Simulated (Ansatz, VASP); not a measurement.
# TaN in two plane-wave programs, part 2 of 2

Wanted: the spread between two codes on one cell, functional and k mesh. The structure shown is the end of the Ansatz relaxation below.

VASP 6.6.1 and Ansatz 0.2.0.

So far. Step 3 (VASP: single point, LDA, pair 1): The run ends at a pressure of 11.17 GPa.

### Step 7. VASP: single point, LDA, pair 2

Level of this step: LDA; plane waves and PAW (N, Ta_pv) (VASP).

The same cell, functional (in two slightly different forms), mesh and smearing now go to VASP, with its own data sets.

File INCAR:

```
SYSTEM = TaN
PREC = Accurate
ENCUT = 600
EDIFF = 1E-06
NELM = 120
ISMEAR = 1
SIGMA = 0.2
LREAL = .FALSE.
ALGO = Normal
GGA = PW92
NBANDS = 14
LASPH = .TRUE.
LORBIT = 11
LWAVE = .FALSE.
LCHARG = .FALSE.
ISIF = 2
GGA_COMPAT = .FALSE.
KPAR = 2
```

File POSCAR:

```
TaN
1.0
    0.0000000000      2.1880461767      2.0868558014
    2.1880461767      0.0000000000      2.0868558014
    2.1880461767      2.1880461767      0.0000000000
N Ta
1 1
Direct
    0.0000000000      0.0000000000      0.0000000000
    0.5000000000      0.5000000000      0.5000000000
```

File KPOINTS:

```
Automatic mesh
0
Gamma
16 16 16
0 0 0
```

The projector-augmented-wave data sets are N and Ta_pv (LDA family, release 64).

The run is started by

```console
$ mpirun -np 2 vasp_std
```

Numbers of over 12 decimals in the logs are rounded to 6 here.

The program printed:

```text
[banner, memory and clock lines left out]
running    2 mpi-ranks, on    1 nodes
[...]
[... a notice as in an earlier step ...]

 LDA part: xc-table for (Slater(with rela. corr.)+PW92), standard interpolation
 POSCAR, INCAR and KPOINTS ok, starting setup
[...]
entering main loop
       N       E                     dE             d eps       ncg     rms          rms(c)
DAV:   1     0.952489842558E+02    0.95249E+02   -0.97784E+03  9772   0.136E+03
DAV:   2    -0.240658503890E+02   -0.11931E+03   -0.11233E+03 12034   0.333E+02
DAV:   3    -0.270948132917E+02   -0.30290E+01   -0.29930E+01 11236   0.477E+01
DAV:   4    -0.271087481269E+02   -0.13935E-01   -0.13922E-01 11774   0.345E+00
[...]
DAV:  10    -0.240519819523E+02    0.14833E-03   -0.51676E-04 12862   0.288E-01    0.803E-02
DAV:  11    -0.240519595111E+02    0.22441E-04   -0.54086E-05 10666   0.799E-02    0.152E-02
DAV:  12    -0.240519591857E+02    0.32539E-06   -0.31726E-06 11992   0.171E-02
   1 F= -.24051959E+02 E0= -.24051967E+02  d E =0.229272E-04
```

From OUTCAR (step 7):

```text
  Total        0.2322307      0.2322307      5.2605797      0.0000000      0.0000000      0.0000000
  in kB       18.6206455     18.6206455    421.8021467      0.0000000      0.0000000      0.0000000
  external PRESSURE =     153.0144792 kB  Pullay stress =       0.0000000 kB

 POSITION                                       TOTAL-FORCE (eV/Angst)
 -----------------------------------------------------------------------------------
      0.00000      0.00000      0.00000         0.000000      0.000000     -0.000000
      2.18805      2.18805      2.08686        -0.000000     -0.000000      0.000000
 -----------------------------------------------------------------------------------
    total drift:                                0.000000     -0.000000     -0.000000

  FREE ENERGIE OF THE ION-ELECTRON SYSTEM (eV)
  ---------------------------------------------------
  free  energy   TOTEN  =       -24.0519591857 eV

  energy  without entropy=      -24.0519821129  energy(sigma->0) =      -24.05196683

[... 1 part as in an earlier step ...]

[... 2 further parts left out ...]
[key lines of the parts left out:]
E-fermi :  10.1087
```

The run ends at a pressure of 15.30 GPa.

### Step 8. Comparison

What differs besides the data sets and the points named for the pairs above, as far as they apply: the data sets hold 18 valence electrons in Ansatz (on its PAW soft_1 files) and 16 in VASP. Total energies have different zeros and are not compared.

The two programs side by side:

```csv
quantity,Ansatz,VASP,difference
pressure (GPa),13.25,15.30,-2.06
```

### Step 9. Ansatz: relaxation, LDA

This run makes the geometry at which the two programs are then compared. The cell compared in this pair holds 20.41 Å³, against 19.98 Å³ for the pair before.

The structure compared here is the end of the Ansatz relaxation.

File input.yaml:

```yaml
crystal:
  lattice:
    - [0.0, 2.1738081265, 2.1520700453]
    - [2.1738081265, 0.0, 2.1520700453]
    - [2.1738081265, 2.1738081265, 0.0]
  atoms:
    - { symbol: "N", position: [0.0, 0.0, 0.0] }
    - { symbol: Ta, position: [0.5, 0.5, 0.5] }
  conventional_axes: [[-1, 1, 1], [1, -1, 1], [1, 1, -1]]
kpoints:
  mp_grid: { grid: [16, 16, 16] }
hamiltonian:
  xc: lda
  pseudopotentials: { kind: paw, azcp: { folder: soft_1 }, xc_functional: pbe }
scf:
  occupations: { method: methfessel_paxton, width: 0.2 }
output:
  forces: true
  stress: true
  eigenvalues: true
relax:
  adjacent_minimum: "off"
  f_tol: 0.001
  max_steps: 60
  cell: { stress_tol: 0.01, fix: [c, angles] }
```

The run is started by

```console
$ ansatz run input.yaml --threads 4 --pin off --max-ram 10240MiB --backend cpu --events-out ev --progress --plain --runs-dir out
```

The program printed:

```text
[...]
Crystal: 2 atoms, lattice volume = 20.339 Å³
Basis set: ecut = 420 eV, 411 PW (Γ)
Bands: 13, of which v1, the nominal top of the filled ones, is band 9 counted from 1 (8 counted from 0)
Symmetry: 16 space group operations
[...]
k-points: 349 of 4096
[...]
k-point 348: bands = [... 5 lower, 15.6205, 16.4118, 17.4445, 17.4445, 24.3836, 25.9527, 25.9527, 27.2478, ... 4 higher]
--- Relaxed structure (4 steps of the walk, 4 accepted, 2 SCFs on fresh bases) ---
[...]
cell:  # Å, volume = 20.4142 Å³
    - [0, 2.177826, 2.1520700453]
    - [2.177826, 0, 2.1520700453]
    - [2.177826, 2.177826, 0]
  atoms:
    - { symbol: N, position: [0, 0, 0] }
    - { symbol: Ta, position: [0.500000, 0.500000, 0.500000] }
[key lines of the parts left out:]
SCF converged after 3 iterations
Free energy (F): -10059.463744 eV
Fermi energy:    22.155834 eV
P = ⅓ Tr σ = 2.5455 GPa (25.455 kbar)
```

### Step 10. VASP: single point, LDA, pair 3

The same cell, functional (in two slightly different forms), mesh and smearing now go to VASP, with its own data sets.

INCAR is that of step 7.

File POSCAR:

```
TaN
1.0
    0.0000000000      2.1778263391      2.1520700453
    2.1778263391      0.0000000000      2.1520700453
    2.1778263391      2.1778263391      0.0000000000
N Ta
1 1
Direct
    0.0000000000      0.0000000000      0.0000000000
    0.5000000000      0.5000000000      0.5000000000
```

KPOINTS is that of step 7.

The run is started by

```console
$ mpirun -np 2 vasp_std
```

The program printed:

```text
[... set-up lines as in an earlier step ...]
 entering main loop
       N       E                     dE             d eps       ncg     rms          rms(c)
DAV:   1     0.948759962098E+02    0.94876E+02   -0.97223E+03  9772   0.135E+03
DAV:   2    -0.241009248445E+02   -0.11898E+03   -0.11182E+03 12040   0.331E+02
DAV:   3    -0.271727452463E+02   -0.30718E+01   -0.30324E+01 11050   0.476E+01
DAV:   4    -0.271871237575E+02   -0.14379E-01   -0.14370E-01 11608   0.349E+00
[...]
DAV:  10    -0.241462620462E+02    0.16501E-03   -0.43980E-04 12996   0.263E-01    0.856E-02
DAV:  11    -0.241462432215E+02    0.18825E-04   -0.44188E-05 10528   0.706E-02    0.155E-02
DAV:  12    -0.241462429638E+02    0.25766E-06   -0.26102E-06 12400   0.152E-02
   1 F= -.24146243E+02 E0= -.24145700E+02  d E =-.162916E-02
```

OUTCAR, selected parts (step 10):

```text
  Total        0.2329062      0.2329062      1.2197647      0.0000000     -0.0000000      0.0000000
  in kB       18.2792656     18.2792656     95.7312565      0.0000000     -0.0000000      0.0000000
  external PRESSURE =      44.0965959 kB  Pullay stress =       0.0000000 kB

 POSITION                                       TOTAL-FORCE (eV/Angst)
 -----------------------------------------------------------------------------------
      0.00000      0.00000      0.00000        -0.000000      0.000000      0.000000
      2.17783      2.17783      2.15207         0.000000      0.000000      0.000000
 -----------------------------------------------------------------------------------
    total drift:                                0.000000     -0.000000     -0.000000

  FREE ENERGIE OF THE ION-ELECTRON SYSTEM (eV)
  ---------------------------------------------------
  free  energy   TOTEN  =       -24.1462429638 eV

  energy  without entropy=      -24.1446138007  energy(sigma->0) =      -24.14569991

[... 1 part as in an earlier step ...]

[... 2 further parts left out ...]
[key lines of the parts left out:]
E-fermi :   9.8634
```

The run ends at a pressure of 4.41 GPa.

### Step 11. Side by side

What differs besides the data sets and the points named for the pairs above, as far as they apply: the data sets hold 18 valence electrons in Ansatz (on its PAW soft_1 files) and 16 in VASP. Total energies have different zeros and are not compared.

The two programs side by side:

```csv
quantity,Ansatz,VASP,difference
pressure (GPa),2.55,4.41,-1.86
```

### Step 12. What came out

```json
{
  "difference in pressure (single point, LDA, pair 1)": "-2.0 GPa",
  "difference in pressure (single point, LDA, pair 2)": "-2.1 GPa",
  "difference in pressure (single point, LDA, pair 3)": "-1.9 GPa"
}
```

In words: The difference in pressure is -2.1 GPa (single point, LDA, pair 2), beyond the 1 GPa picked in this series as the mark of a large difference. The data sets hold unlike numbers of valence electrons (18 in Ansatz and 16 in VASP), so part of the differences comes from the potentials. Single point, LDA, pair 1, VASP with the data sets N and Ta_sv_GW: the difference in pressure goes from -2.0 to -1.1 GPa. What causes the difference of the single point, LDA, pair 2 pair stays open here. What causes the difference of the single point, LDA, pair 3 pair stays open here. 5 further runs of this series are not shown here. Such differences can come from data sets, numerical settings and the points named under the comparisons, not from the functional's error against experiment.

[Lines on the potential files, build, host, timing and source positions are cut from VASP's logs without a mark.]

[Logs are printed without paths, hosts, clocks, repeated set-up lines and the standing remarks that a program may print on its own settings, such as how far it seeks lower states.]

[Hosts, paths, dates, database ids (printed as entryN), source tags and the programs' standing remarks are cut or masked in the printed files.]
